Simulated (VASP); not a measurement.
Wanted: the native input for a VASP 6.6.1 run.

```
Task                   : single point
Functional             : LDA
Potentials or basis    : VASP PAW LDA potentials, release 64 (O, H, Li_sv, Cl)
Cutoff                 : 520 eV
k mesh                 : 1 × 1 × 1
Occupations            : fermi-dirac, width 0.05 eV
Spin                   : no spin polarisation
Dipole correction      : no
Further INCAR settings : LREAL = Auto; ALGO = Normal; EDIFF = 1e-06; NBANDS = 67
```

The structure of LiH20ClO10 lies in POSCAR:

```
LiH20ClO10
1.0
    7.0067960000      0.0000000000      0.0000000000
    0.0000000000      7.0067960000      0.0000000000
    0.0000000000      0.0000000000      7.0067960000
O H Li Cl
10 20 1 1
Direct
    0.4559858743     -0.0238197316      0.0098618541
    0.7571934448      0.5129734047      0.8535855761
    0.5550896587      0.6414486735      0.1313296405
    0.7833109455      0.6347551720      0.4255582723
    0.1397357651      0.4550296598      0.4499631501
    0.3466634393      0.1198407946      0.3710397734
    0.8503030486      0.1770709465      0.7207859341
    0.5962211544      0.9372614816      0.6407208088
    0.7734205477      0.9989729971      0.2262232267
    0.3631188920      0.5384486718      0.7152341812
    0.5191103038     -0.1390364440      0.0684478326
    0.3286238104     -0.0639807410     -0.0293143971
    0.8822577395      0.5741425896      0.8290807953
    0.7866648323      0.3757494866      0.7985675621
    0.6429614905      0.5660219022      0.0508220876
    0.6459300371      0.6361252704      0.2578782085
    0.9117862144      0.5813784217      0.4574130601
    0.7321606052      0.7187593302      0.5401898386
    0.2510134447      0.4889110515      0.5259037083
    0.1560342273      0.4998147513      0.3202605014
    0.2383257626      0.1896729975      0.4490069356
    0.2733774467      0.0274019680      0.3044900979
    0.9690449101      0.1266056554      0.7551668409
    0.7673692798      0.0745133724      0.6752016185
    0.5406179943      0.9651058772      0.7737630723
    0.5104901013      0.9942490120      0.5496663525
    0.8634474302      0.9653056832      0.1220814763
    0.7892194949      0.8796602613      0.3064596144
    0.2766599741      0.6088374772      0.8023067890
    0.4903382373      0.5682625839      0.7658707346
    0.5508794605      0.1350117800      0.2014472806
    0.0632671481      0.8095426212      0.9149973825
```

The cell was built by a generator and needn't be a form met in nature.

These files were run (other wordings do the same):

INCAR

```
PREC = Accurate
ENCUT = 520
EDIFF = 1E-6
ISMEAR = -1
SIGMA = 0.05
LREAL = Auto
LASPH = True
NELM = 100
ALGO = Normal
ISIF = 2
LWAVE = False
LCHARG = False
NBANDS = 67
```

KPOINTS

```
Automatic mesh
0
Gamma
  1 1 1
```

Potentials or basis: VASP PAW LDA potentials, release 64 (O, H, Li_sv, Cl).

Run with:

```bash
$ cat potpaw_LDA.64/O/POTCAR potpaw_LDA.64/H/POTCAR potpaw_LDA.64/Li_sv/POTCAR potpaw_LDA.64/Cl/POTCAR > POTCAR
$ mpirun -np 1 vasp_gam > vasp.out
```

Results of the run:

| Item | Value |
| --- | --- |
| Largest force | 2.908 eV/Å |
| Band gap on the k mesh | 4.09 eV, direct |

Run time: 47 s on 1 thread of Intel(R) Xeon(R) Platinum 8259CL CPU @ 2.50GHz (Skylake/Cascade Lake), with other jobs on the host, peak memory 0.28 GiB.
